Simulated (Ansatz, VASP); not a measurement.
## Si5P2 in VASP and in Ansatz

```
Si P
1.0
     3.77940    0.00000    0.00000
    -1.88970    3.27306    0.00000
     0.00000    0.00000   10.84760
Si P
5 2
Direct
  0.33333 0.66667 0.31551
  0.66667 0.33333 0.68449
  0.00000 0.00000 0.39128
  0.00000 0.00000 0.60872
  0.00000 0.00000 0.00000
  0.33333 0.66667 0.10597
  0.66667 0.33333 0.89403
```

Alike in both runs: task single point; functional PBE; k mesh 6 × 6 × 2; occupations gaussian, width 0.2 eV; no spin polarisation.

|  | VASP | Ansatz |
| --- | --- | --- |
| version | VASP 6.6.1 | Ansatz 0.2.0 |
| potentials or method | VASP PAW PBE potentials, release 64 (Si, P) | scalar-relativistic, plane waves, PAW |
| plane-wave cutoff (eV) | 520 | 420 |
| valence electrons in the cell | 30 | 30 |

|  | VASP | Ansatz | Ansatz less VASP |
| --- | --- | --- | --- |
| gap on the k mesh at the Fermi level (eV) | none | none | - |
| pressure (GPa) | -0.2 | -0.1 | +0.10 |
| largest component of the traceless stress (GPa) | 0.23 | 0.18 | -0.051 |
| rms of the force components (eV/Å) | 0.036 | 0.032 | -0.0043 |

Atom by atom the forces differ by 0.004 eV/Å (rms over components). A gap of «none» marks a metal or a gap that the smearing closes.
